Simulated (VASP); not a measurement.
These are optB88-vdW, VASP's PBE PAW potentials (set 64) (plane waves; VASP 6.6.1) values and carry that method's errors.

Input for VASP

### INCAR
```
SYSTEM = Ti
PREC = Accurate
ENCUT = 520
EDIFF = 1E-7
NELM = 100
ALGO = Normal
LREAL = .FALSE.
LASPH = .TRUE.
ISMEAR = 1
SIGMA = 0.1
GGA = BO
PARAM1 = 0.1833333333
PARAM2 = 0.22
LUSE_VDW = .TRUE.
AGGAC = 0.0
LMAXMIX = 4
LWAVE = .FALSE.
LCHARG = .FALSE.
ISIF = 4
IBRION = 2
NSW = 30
EDIFFG = -0.01
```

**POSCAR**
```
Ti
1.0
  1.4589386883  -2.5269559902   0.0000000000
  1.4589386883   2.5269559902   0.0000000000
  0.0000000000   0.0000000000   4.6308070825
Ti
2
Cartesian
  1.4589386883   0.8423203480   1.1577017706
  1.4589386883  -0.8423203480   3.4731053119
```

**KPOINTS**
```
Automatic mesh
0
Gamma
14 14 8
0 0 0
```

POTCAR, in this order: Ti_sv (PBE.64 set). Program: vasp_std.

Task: What does the run give for the energy per atom (σ→0), band gap (on the k-mesh)?

Result: 
```json
{
 "energy per atom (σ→0)": "-4.793 eV/atom",
 "band gap (on the k-mesh)": "none (metal, semimetal or under 0.01 eV)"
}
```

OSZICAR:
```
...
       N       E                     dE             d eps       ncg     rms          rms(c)
DAV:   1    -0.958543679548E+01   -0.14103E-03   -0.83368E-03  4056   0.132E+00    0.854E-02
DAV:   2    -0.958535131466E+01    0.85481E-04   -0.47848E-04  3840   0.275E-01    0.449E-02
DAV:   3    -0.958531153644E+01    0.39778E-04   -0.14347E-04  5696   0.126E-01    0.517E-03
DAV:   4    -0.958531168624E+01   -0.14981E-06   -0.11796E-05  4528   0.502E-02    0.252E-03
DAV:   5    -0.958531178894E+01   -0.10269E-06   -0.45241E-07  4416   0.757E-03    0.403E-04
DAV:   6    -0.958531181077E+01   -0.21836E-07   -0.33306E-08  2160   0.251E-03
   3 F= -.95853118E+01 E0= -.95860542E+01  d E =-.714960E-04
```

The compound is Ti in the hcp structure. This run relaxes it. Symmetry was kept, so distortions that lower it aren't found.
